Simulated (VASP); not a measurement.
Crystal: NiMoIrPdW.

```
CELL_PARAMETERS angstrom
4.14670 0.00000 0.00000
-2.07335 3.59115 0.00000
0.00000 0.00000 5.41629
ATOMIC_POSITIONS crystal
Ni 0.00000 0.00000 0.02221
Mo 0.66667 0.33333 0.45996
Pd 0.33333 0.66667 0.74601
Ir 0.33333 0.66667 0.25641
W 0.66667 0.33333 0.99985
```

The cell was built by a generator and needn't be a form met in nature.

```yaml
Program: VASP 6.6.1
Task: relaxation of cell and atoms
Functional: BLYP
Potentials_or_basis: VASP PAW PBE potentials, release 64 (Ni, Mo_sv, Pd, Ir, W_sv)
Cutoff: 600 eV
k_mesh: 7 × 7 × 5
Occupations: fermi-dirac, width 0.05 eV
Spin: collinear spin, ferromagnetic start
Starting_moments: "[1.0, 1.0, 0.0, 0.6, 0.0] μB"
```

At the start: pressure 10.8 GPa; volume 16.13 Å³/atom.

Q: How do energy, volume and symmetry change on relaxing?

A: Over 26 steps the energy falls by 26.9 meV/atom and the volume is 17.00 Å³/atom (+5.4 %); space group P3m1 (No. 156, to 0.05 Å); moment 0.00 μB per cell.

The path:
```
step  energy change (eV)  largest force (eV/Å)  pressure (GPa)  volume (Å³)
   1              0.0000                0.3742           10.77        80.66
   2              0.4309                1.3619          -16.37        93.99
   3             -0.1256                0.3328           -0.13        84.67
   4             -0.1258                0.3182           -0.09        84.58
   5             -0.1248                0.2529            1.01        84.15
   6             -0.1258                0.3062            0.13        84.50
   7             -0.1304                0.1350            0.06        84.71
   8             -0.1308                0.0538            0.07        84.80
   9             -0.1326                0.0520           -0.18        84.99
  10             -0.1326                0.0531           -0.18        84.99
  11             -0.1328                0.0676            0.30        84.80
  12             -0.1328                0.0641            0.27        84.83
  13             -0.1330                0.0536            0.19        84.84
  14             -0.1335                0.0501            0.22        84.86
  15             -0.1334                0.0979            0.14        84.89
  16             -0.1336                0.0598            0.15        84.87
  17             -0.1338                0.0468           -0.06        84.98
  18             -0.1339                0.0451           -0.17        85.04
  19             -0.1341                0.0405           -0.09        85.00
  20             -0.1341                0.0326            0.09        84.95
  21             -0.1342                0.0384            0.10        84.97
  22             -0.1343                0.0580            0.04        85.00
  23             -0.1344                0.0385           -0.12        85.05
  24             -0.1344                0.0296           -0.15        85.07
  25             -0.1345                0.0224            0.05        84.96
  26             -0.1345                0.0161            0.06        84.99
```

Final structure:
```yaml
crystal:
  lattice:
    - [4.20942, 0.00000, 0.00000]
    - [-2.10471, 3.64546, 0.00000]
    - [0.00000, 0.00000, 5.53843]
  atoms:
    - { symbol: Ni, position: [0.00000, 0.00000, 0.02831] }
    - { symbol: Mo, position: [0.66667, 0.33333, 0.45274] }
    - { symbol: Pd, position: [0.33333, 0.66667, 0.74493] }
    - { symbol: Ir, position: [0.33333, 0.66667, 0.25977] }
    - { symbol: W, position: [0.66667, 0.33333, 0.99869] }
```

Caveat: the PAW data sets were made with another functional, which shifts forces and pressure a little.
